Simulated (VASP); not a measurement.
Runs of VASP 6.6.1 on Cl2. The cell holds a molecule in a box, 2 atoms: a = 12.000 Å, b = 12.400 Å, c = 13.000 Å, α = 90.00°, β = 90.00°, γ = 90.00°. 

| level | potentials or basis | gap on the mesh (eV) |
| --- | --- | --- |
| r2SCAN | VASP PAW PBE potentials, release 64 (Cl) | 3.55 |
| PBE | VASP PAW PBE potentials, release 64 (Cl) | 3.06 |
| PBEsol | VASP PAW PBE potentials, release 64 (Cl) | 3.12 |
| LDA | VASP PAW LDA potentials, release 64 (Cl) | (a) |
| PBE+D3(BJ) | VASP PAW PBE potentials, release 64 (Cl) | 3.06 |

Alike in all rows: task relaxation of the atoms; no spin polarisation; cell atoms relaxed; k mesh 1 × 1 × 1; cutoff (eV) 600; smearing gaussian 0.01 eV.

Question: Estimate the missing entries.

Answer: (a) 3.08.

A k mesh can miss the band edges.

Not every run made on this cell is shown here.
